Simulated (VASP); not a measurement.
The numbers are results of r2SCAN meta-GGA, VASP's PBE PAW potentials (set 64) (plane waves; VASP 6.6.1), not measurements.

The input files of a VASP run:

File POSCAR:
```
RuTe
1.0
  3.2986111352   0.0000000000   0.0000000000
  0.0000000000   3.2986111352   0.0000000000
  0.0000000000   0.0000000000   3.2986111352
Ru Te
1 1
Cart
  0.0000000000   0.0000000000   0.0000000000
  1.6493055676   1.6493055676   1.6493055676
```

### INCAR
```
ALGO = Normal
EDIFF = 1E-6
EDIFFG = -0.01
ENCUT = 400
IBRION = 2
ISIF = 3
ISMEAR = 1
LASPH = T
LCHARG = F
LMAXMIX = 4
LMIXTAU = T
LREAL = F
LWAVE = F
METAGGA = R2SCAN
NELM = 100
NSW = 60
PREC = Accurate
SIGMA = 0.1
SYSTEM = RuTe
```

### KPOINTS
```
Automatic mesh
0
Gamma
10 10 10
0 0 0
```

POTCAR, in this order: Ru_pv Te (PBE.64 set). Program: vasp_std.

Output

### OSZICAR
```
       N       E                     dE             d eps       ncg     rms          rms(c)
DAV:   1     0.730168914003E+02    0.73017E+02   -0.10041E+04  1736   0.113E+03
DAV:   2    -0.525989766577E+02   -0.12562E+03   -0.12322E+03  1826   0.306E+02
DAV:   3    -0.552643405743E+02   -0.26654E+01   -0.26410E+01  1930   0.465E+01
DAV:   4    -0.552947381155E+02   -0.30398E-01   -0.30378E-01  1942   0.487E+00
DAV:   5    -0.552955933895E+02   -0.85527E-03   -0.85525E-03  2110   0.634E-01    0.151E+01
DAV:   6    -0.499564457109E+02    0.53391E+01   -0.38494E+00  1580   0.235E+01    0.697E+00
DAV:   7    -0.498171247444E+02    0.13932E+00   -0.11121E+00  1748   0.109E+01    0.496E+00
DAV:   8    -0.498500296529E+02   -0.32905E-01   -0.73066E-02  1616   0.255E+00    0.237E+00
DAV:   9    -0.498320933031E+02    0.17936E-01   -0.18854E-01  1790   0.424E+00    0.781E-01
DAV:  10    -0.498390096270E+02   -0.69163E-02   -0.10279E-01  1816   0.265E+00    0.538E-01
DAV:  11    -0.498609611293E+02   -0.21952E-01   -0.36640E-02  1796   0.149E+00    0.121E-01
DAV:  12    -0.498613189923E+02   -0.35786E-03   -0.46113E-04  1736   0.177E-01    0.828E-02
DAV:  13    -0.498611862434E+02    0.13275E-03   -0.21324E-05  2048   0.484E-02    0.660E-02
DAV:  14    -0.498617915489E+02   -0.60531E-03   -0.42975E-04  1822   0.176E-01    0.534E-02
DAV:  15    -0.498618123205E+02   -0.20772E-04   -0.23109E-05  1814   0.415E-02    0.322E-02
DAV:  16    -0.498618206075E+02   -0.82870E-05   -0.41158E-06  1964   0.216E-02    0.452E-03
DAV:  17    -0.498618229100E+02   -0.23025E-05   -0.15767E-06  1312   0.117E-02    0.408E-03
DAV:  18    -0.498618233149E+02   -0.40497E-06   -0.31981E-07   838   0.544E-03
   1 F= -.49861823E+02 E0= -.49860500E+02  d E =-.498618E+02
       N       E                     dE             d eps       ncg     rms          rms(c)
DAV:   1    -0.498633861657E+02   -0.15633E-02   -0.24056E-02  1598   0.189E+00    0.326E-01
DAV:   2    -0.498628183115E+02    0.56785E-03   -0.14288E-02  1598   0.121E+00    0.227E-01
DAV:   3    -0.498618211330E+02    0.99718E-03   -0.25617E-03  1592   0.504E-01    0.664E-02
DAV:   4    -0.498618144352E+02    0.66978E-05   -0.96211E-05  1756   0.723E-02    0.214E-02
DAV:   5    -0.498618143150E+02    0.12022E-06   -0.13323E-05  1648   0.384E-02    0.241E-02
DAV:   6    -0.498618134605E+02    0.85450E-06   -0.39731E-06  1842   0.169E-02
   2 F= -.49861813E+02 E0= -.49860482E+02  d E =0.985442E-05
       N       E                     dE             d eps       ncg     rms          rms(c)
DAV:   1    -0.498623572653E+02   -0.54295E-03   -0.80049E-03  1598   0.109E+00    0.188E-01
DAV:   2    -0.498621658844E+02    0.19138E-03   -0.46815E-03  1598   0.697E-01    0.131E-01
DAV:   3    -0.498618357232E+02    0.33016E-03   -0.85650E-04  1592   0.290E-01    0.383E-02
DAV:   4    -0.498618335245E+02    0.21986E-05   -0.32009E-05  1756   0.432E-02    0.119E-02
DAV:   5    -0.498618345830E+02   -0.10584E-05   -0.41027E-06  1622   0.214E-02    0.136E-02
DAV:   6    -0.498618353784E+02   -0.79546E-06   -0.13785E-06  1296   0.102E-02
   3 F= -.49861835E+02 E0= -.49860508E+02  d E =-.120635E-04
```

File OUTCAR:
```
------------------------ aborting loop because EDIFF is reached ----------------------------------------
  FORCE on cell =-STRESS in cart. coord.  units (eV):
  Direction    XX          YY          ZZ          XY          YZ          ZX
  --------------------------------------------------------------------------------------
  Total        0.0036722      0.0036722      0.0036722     -0.0000000      0.0000000     -0.0000000
  in kB        0.1637843      0.1637843      0.1637843     -0.0000000      0.0000000     -0.0000000
  external PRESSURE =       0.1637843 kB  Pullay stress =       0.0000000 kB
  volume of cell :       35.92
      direct lattice vectors                 reciprocal lattice vectors
     3.299543693 -0.000000000 -0.000000000     0.303072210  0.000000000  0.000000000
    -0.000000000  3.299543693 -0.000000000     0.000000000  0.303072210  0.000000000
    -0.000000000 -0.000000000  3.299543693     0.000000000  0.000000000  0.303072210
 POSITION                                       TOTAL-FORCE (eV/Angst)
 -----------------------------------------------------------------------------------
      0.00000      0.00000      0.00000         0.000000     -0.000000      0.000000
      1.64977      1.64977      1.64977        -0.000000      0.000000      0.000000
 -----------------------------------------------------------------------------------
    total drift:                                0.000000      0.000000      0.000000
  FREE ENERGIE OF THE ION-ELECTRON SYSTEM (eV)
  ---------------------------------------------------
  free  energy   TOTEN  =       -49.8618353784 eV

  energy  without entropy=      -49.8578541098  energy(sigma->0) =      -49.86050829

 reached required accuracy - stopping structural energy minimisation
```
(Selected blocks of OUTCAR.)

**CONTCAR**
```
RuTe
   1.00000000000000
     3.2995436931507331   -0.0000000000000000   -0.0000000000000000
    -0.0000000000000000    3.2995436931507331   -0.0000000000000000
    -0.0000000000000000   -0.0000000000000000    3.2995436931507331
  Ru              Te
     1     1
Direct
     0.0000000000000000    0.0000000000000000    0.0000000000000000
     0.5000000000000000    0.5000000000000000    0.5000000000000000
```

The structure was generated: RuTe was put into the CsCl type type (Pm-3m), which need not be its known phase. This run relaxes it. Symmetry was kept, so distortions that lower it aren't found. The start is the result of an earlier pass.
